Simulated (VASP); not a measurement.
Calculation: LDA (Ceperley-Alder, Perdew-Zunger), VASP's LDA PAW potentials (set 64) (plane waves; VASP).

Input for VASP

INCAR:
```
SYSTEM  =  Hf
PREC  =  Accurate; ENCUT  =  300; LREAL  =  F
LASPH  =  T
EDIFF  =  1E-6; NELM  =  100; ALGO  =  Normal
LMAXMIX  =  6
ISMEAR  =  0; SIGMA  =  0.272
ISIF  =  2
LWAVE  =  F; LCHARG  =  F
```

**KPOINTS**
```
K-points
0
Gamma
11 11 6
```

File POSCAR:
```
Hf
1
    3.1923800000     0.0000000000     0.0000000000
   -1.5961900000     2.7646820000     0.0000000000
    0.0000000000     0.0000000000     5.0450400000
Hf
2
Direct
  0.3408770000   0.6615790000   0.2537760000
  0.6591230000   0.3384210000   0.7462240000
```

POTCAR, in this order: Hf_pv (LDA.64 set). Program: vasp_std.

The run wrote:

File OSZICAR:
```
       N       E                     dE             d eps       ncg     rms          rms(c)
DAV:   1     0.305721854524E+02    0.30572E+02   -0.89534E+03 10904   0.900E+02
DAV:   2    -0.206982894394E+02   -0.51270E+02   -0.50181E+02 12820   0.205E+02
DAV:   3    -0.221137190725E+02   -0.14154E+01   -0.13897E+01 13668   0.251E+01
DAV:   4    -0.221271207428E+02   -0.13402E-01   -0.13370E-01 12044   0.297E+00
DAV:   5    -0.221273493571E+02   -0.22861E-03   -0.22852E-03 14038   0.301E-01    0.651E+01
DAV:   6    -0.215528697279E+02    0.57448E+00   -0.54089E-01 10804   0.535E+00    0.381E+01
DAV:   7    -0.213554097356E+02    0.19746E+00   -0.81904E-01 11038   0.632E+00    0.196E+00
DAV:   8    -0.213459754253E+02    0.94343E-02   -0.43927E-02 11464   0.161E+00    0.389E-01
DAV:   9    -0.213460201563E+02   -0.44731E-04   -0.17430E-03 14122   0.330E-01    0.206E-01
DAV:  10    -0.213460145647E+02    0.55915E-05   -0.60586E-05 11806   0.611E-02    0.119E-01
DAV:  11    -0.213460135258E+02    0.10389E-05   -0.33218E-06 13168   0.119E-02    0.310E-02
DAV:  12    -0.213460133869E+02    0.13893E-06   -0.68134E-07  7574   0.687E-03
   1 F= -.21346013E+02 E0= -.21312561E+02  d E =-.669055E-01
```

OUTCAR:
```
------------------------ aborting loop because EDIFF is reached ----------------------------------------
  FORCE on cell =-STRESS in cart. coord.  units (eV):
  Direction    XX          YY          ZZ          XY          YZ          ZX
  --------------------------------------------------------------------------------------
  Total       -1.9857843     -2.1277569     -1.9858287     -0.1556321     -0.0120100      0.0258172
  in kB      -71.4526406    -76.5611071    -71.4542382     -5.5999646     -0.4321442      0.9289579
  external PRESSURE =     -73.1559953 kB  Pullay stress =       0.0000000 kB
  volume of cell :       44.53
      direct lattice vectors                 reciprocal lattice vectors
     3.192380000  0.000000000  0.000000000     0.313245917  0.180852626  0.000000000
    -1.596190000  2.764682000  0.000000000     0.000000000  0.361705252  0.000000000
     0.000000000  0.000000000  5.045040000     0.000000000  0.000000000  0.198214484
 POSITION                                       TOTAL-FORCE (eV/Angst)
 -----------------------------------------------------------------------------------
      0.03220      1.82906      1.28031        -0.105061      0.047150     -0.109291
      1.56399      0.93563      3.76473         0.105061     -0.047150      0.109291
 -----------------------------------------------------------------------------------
    total drift:                               -0.000000      0.000000     -0.000000
  FREE ENERGIE OF THE ION-ELECTRON SYSTEM (eV)
  ---------------------------------------------------
  free  energy   TOTEN  =       -21.3460133869 eV

  energy  without entropy=      -21.2791079232  energy(sigma->0) =      -21.31256066
```
(Selected blocks of OUTCAR.)

OUTCAR:
```
 val. band max:        4.7954581447   @ k =   0.3636   0.1818   0.5000

 cond. band min:       4.8022240057   @ k =   0.1818   0.3636   0.5000


 Fermi energy:         4.7979606906

 k-point     1 :       0.0000    0.0000    0.0000
  band No.  band energies     occupation
      1     -26.1091      2.00000
      2     -25.3511      2.00000
      3     -25.3289      2.00000
      4     -25.2150      2.00000
      5     -25.2000      2.00000
      6     -25.1959      2.00000
      7      -2.5081      2.00000
      8       1.1050      2.00000
      9       5.6317      0.00001
     10       5.8868      0.00000
     11       5.9747      0.00000
     12       6.2062      0.00000
     13       6.6691      0.00000
     14       6.8406      0.00000

 k-point     2 :       0.0909    0.0000    0.0000
  band No.  band energies     occupation
      1     -26.0877      2.00000
      2     -25.3842      2.00000
      3     -25.3585      2.00000
      4     -25.2611      2.00000
      5     -25.2093      2.00000
      6     -25.2056      2.00000
      7      -2.2567      2.00000
      8       1.3500      2.00000
      9       5.2400      0.02154
     10       5.4298      0.00102
     11       6.1405      0.00000
     12       6.4317      0.00000
     13       6.6246      0.00000
     14       6.9354      0.00000

 k-point     3 :       0.0000    0.0909    0.0000
  band No.  band energies     occupation
      1     -26.0875      2.00000
      2     -25.3866      2.00000
      3     -25.3561      2.00000
      4     -25.2599      2.00000
      5     -25.2097      2.00000
      6     -25.2067      2.00000
      7      -2.2565      2.00000
      8       1.3509      2.00000
      9       5.2432      0.02061
     10       5.4243      0.00113
     11       6.1497      0.00000
     12       6.4389      0.00000
     13       6.6173      0.00000
     14       6.9334      0.00000

 k-point     4 :      -0.0909    0.0909    0.0000
  band No.  band energies     occupation
...
```

At this cut-off the stress carries a Pulay error, which pulls relaxed volumes low. Unless said otherwise, spin-orbit coupling is left out, though it shifts the bands of the heavy elements here.

The structure comes from a computed database's Hf entry; how it stands against other phases isn't given here. The cell was not relaxed at this level, atoms are displaced from their ideal sites.
